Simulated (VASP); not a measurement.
An input for Quantum ESPRESSO's pw.x (written as the equivalent of a VASP run, and not itself run):

```
&CONTROL
  calculation = 'scf'
  pseudo_dir = './pseudo'
  outdir = './out'
  tprnfor = .true.
  tstress = .true.
/
&SYSTEM
  ibrav = 0
  nat = 2
  ntyp = 1
  ecutwfc = 74
  occupations = 'smearing'
  smearing = 'methfessel-paxton'
  degauss = 0.00735
  input_dft = 'pbe'
/
&ELECTRONS
  conv_thr = 7.3e-08
  electron_maxstep = 100
/
ATOMIC_SPECIES
  Os 190.230 Os.upf
CELL_PARAMETERS angstrom
     1.3986720   -2.4141040    0.0000000
     1.3986720    2.4141040    0.0000000
     0.0000000    0.0000000    4.4081610
ATOMIC_POSITIONS crystal
  Os   0.3333330  0.6666670  0.2500000
  Os   0.6954270  0.3620930  0.7500000
K_POINTS automatic
  13 13 8 0 0 0
```

Task: Translate this input to VASP (INCAR, KPOINTS, POSCAR, choice of POTCAR).

Result: Several could match; the one computed here: 
### POSCAR
```
Os
1
    1.3986720000    -2.4141040000     0.0000000000
    1.3986720000     2.4141040000     0.0000000000
    0.0000000000     0.0000000000     4.4081610000
Os
2
Direct
  0.3333330000   0.6666670000   0.2500000000
  0.6954270000   0.3620930000   0.7500000000
```

**INCAR**
```
LCHARG = .False.
NELM = 100   # most electronic steps
GGA = PE   # PBE
LREAL = .False.   # projection in real space or not
PREC = Accurate
ENCUT = 400   # plane-wave cut-off (eV)
SIGMA = 0.1   # width (eV)
LWAVE = .False.
ISIF = 2
EDIFF = 1E-6   # SCF stop (eV)
ISMEAR = 1
ALGO = Normal
LMAXMIX = 6   # l cut-off of mixed one-centre charges
LASPH = .True.
SYSTEM = Os
```

KPOINTS:
```
Automatic mesh
0
G
  13 13 8
0 0 0
```

POTCAR, in this order: Os (PBE.64 set). Program: vasp_std.

Limits of the translation: the potentials are each code's own (VASP's PAW set, PseudoDojo norm-conserving files in pw.x), so ENCUT and ecutwfc are chosen apart and not converted; conv_thr bounds pw.x's estimated SCF error, while EDIFF bounds the energy change between steps.

The compound is Os in the hcp structure. The cell was not relaxed at this level, atoms are displaced from their ideal sites.
